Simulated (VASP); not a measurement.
Method: PBEsol GGA, VASP's PBE PAW potentials (set 64) (plane waves; VASP 6.6.1).

Input for VASP

### INCAR
```
# general
SYSTEM =GeRh
PREC   =Accurate
ENCUT  =400
LREAL  =F
LASPH  =T

# electronic loop
EDIFF  =1E-7
NELM   =100
ALGO   =Normal
LMAXMIX=4

# smearing
ISMEAR =-5

# functional
GGA    =PS

# ions
ISIF   =2

# output
LWAVE  =F
LCHARG =T
LORBIT =11
NEDOS  =601
```

**KPOINTS**
```
kpoints
0
Gamma
 14 14 14
```

POSCAR:
```
GeRh
2.4938320
  0.0000000000   0.9999999166   0.9999999166
  0.9999999166   0.0000000000   0.9999999166
  0.9999999166   0.9999999166   0.0000000000
Ge Rh
1 1
Cartesian
  0.0000000000   0.0000000000   0.0000000000
  0.9999999166   0.9999999166   0.9999999166
```

POTCAR, in this order: Ge_d Rh_pv (PBE.64 set). Program: vasp_std.

Output of the run:

**OSZICAR**
```
       N       E                     dE             d eps       ncg     rms          rms(c)
DAV:   1     0.212778925557E+03    0.21278E+03   -0.14627E+04  4288   0.342E+03
DAV:   2     0.179925099997E+01   -0.21098E+03   -0.20703E+03  3882   0.571E+02
DAV:   3    -0.132522753938E+02   -0.15052E+02   -0.14627E+02  4058   0.124E+02
DAV:   4    -0.136240677547E+02   -0.37179E+00   -0.36987E+00  4094   0.198E+01
DAV:   5    -0.136313745243E+02   -0.73068E-02   -0.73059E-02  4170   0.308E+00    0.975E+00
DAV:   6    -0.134183697300E+02    0.21300E+00   -0.24480E+00  3874   0.119E+01    0.351E+00
DAV:   7    -0.133539025441E+02    0.64467E-01   -0.42193E-01  4158   0.635E+00    0.296E+00
DAV:   8    -0.133402552492E+02    0.13647E-01   -0.50254E-02  4768   0.225E+00    0.250E-01
DAV:   9    -0.133396160768E+02    0.63917E-03   -0.23615E-03  4500   0.817E-01    0.135E-01
DAV:  10    -0.133395417992E+02    0.74278E-04   -0.43062E-04  5014   0.377E-01    0.346E-02
DAV:  11    -0.133395446753E+02   -0.28762E-05   -0.21607E-05  4620   0.560E-02    0.618E-03
DAV:  12    -0.133395448016E+02   -0.12628E-06   -0.14536E-06  4834   0.197E-02    0.116E-03
DAV:  13    -0.133395444000E+02    0.40159E-06   -0.10295E-07  2230   0.258E-03    0.193E-04
DAV:  14    -0.133395443995E+02    0.51205E-09   -0.14035E-08  1968   0.153E-03
   1 F= -.13339544E+02 E0= -.13339544E+02  d E =0.000000E+00
```

**OUTCAR**
```
------------------------ aborting loop because EDIFF is reached ----------------------------------------
  FORCE on cell =-STRESS in cart. coord.  units (eV):
  Direction    XX          YY          ZZ          XY          YZ          ZX
  --------------------------------------------------------------------------------------
  Total       -0.0417331     -0.0417331     -0.0417331     -0.0000000     -0.0000000      0.0000000
  in kB       -2.1555582     -2.1555582     -2.1555582     -0.0000000     -0.0000000      0.0000000
  external PRESSURE =      -2.1555582 kB  Pullay stress =       0.0000000 kB
  volume of cell :       31.02
      direct lattice vectors                 reciprocal lattice vectors
     0.000000000  2.493831792  2.493831792    -0.200494677  0.200494677  0.200494677
     2.493831792  0.000000000  2.493831792     0.200494677 -0.200494677  0.200494677
     2.493831792  2.493831792  0.000000000     0.200494677  0.200494677 -0.200494677
 POSITION                                       TOTAL-FORCE (eV/Angst)
 -----------------------------------------------------------------------------------
      0.00000      0.00000      0.00000        -0.000000     -0.000000     -0.000000
      2.49383      2.49383      2.49383         0.000000      0.000000      0.000000
 -----------------------------------------------------------------------------------
    total drift:                                0.000000     -0.000000      0.000000
  FREE ENERGIE OF THE ION-ELECTRON SYSTEM (eV)
  ---------------------------------------------------
  free  energy   TOTEN  =       -13.3395443995 eV

  energy  without entropy=      -13.3395443995  energy(sigma->0) =      -13.33954440

 total charge

# of ion       s       p       d       tot
------------------------------------------
    1        1.131   1.195  10.079  12.405
    2        0.351   6.212   7.409  13.972
--------------------------------------------------
tot          1.482   7.407  17.488  26.377
```
(Selected blocks of OUTCAR.)

**OUTCAR**
```
 val. band max:        9.3813749776   @ k =  -0.3571   0.4286   0.2143

 cond. band min:       9.1880849956   @ k =   0.5000   0.5000   0.0000


 Fermi energy:         9.2717345168

 k-point     1 :       0.0000    0.0000    0.0000
  band No.  band energies     occupation
      1     -36.9386      2.00000
      2     -36.9386      2.00000
      3     -36.9386      2.00000
      4     -15.5065      2.00000
      5     -15.5065      2.00000
      6     -15.4593      2.00000
      7     -15.4593      2.00000
      8     -15.4593      2.00000
      9      -2.8100      2.00000
     10       6.4771      2.00000
     11       6.4771      2.00000
     12       6.4771      2.00000
     13       6.7200      2.00000
     14       6.7200      2.00000
     15      12.5016      0.00000
     16      12.5016      0.00000
     17      12.5016      0.00000
     18      18.8190      0.00000

 k-point     2 :       0.0714    0.0000    0.0000
  band No.  band energies     occupation
      1     -36.9412      2.00000
      2     -36.9391      2.00000
      3     -36.9391      2.00000
      4     -15.5052      2.00000
      5     -15.5052      2.00000
      6     -15.4591      2.00000
      7     -15.4585      2.00000
      8     -15.4585      2.00000
      9      -2.7145      2.00000
     10       6.3910      2.00000
     11       6.4741      2.00000
     12       6.4741      2.00000
     13       6.6480      2.00000
     14       6.6480      2.00000
     15      12.1073      0.00000
     16      12.6981      0.00000
     17      12.6981      0.00000
     18      18.9374      0.00000

 k-point     3 :       0.1429    0.0000    0.0000
  band No.  band energies     occupation
      1     -36.9475      2.00000
      2     -36.9403      2.00000
      3     -36.9403      2.00000
      4     -15.5014      2.00000
      5     -15.5014      2.00000
      6     -15.4580      2.00000
      7     -15.4559      2.00000
      8     -15.4559      2.00000
      9      -2.4311      2.00000
...
```

For a metal the tetrahedron method with Blöchl corrections gives inexact stress and forces.

The structure was generated: GeRh was put into the rocksalt type (Fm-3m), which need not be its known phase. It was relaxed first, which changed the volume by -20 %. The electron count is odd and the run is not spin-polarised, which forces a metal.
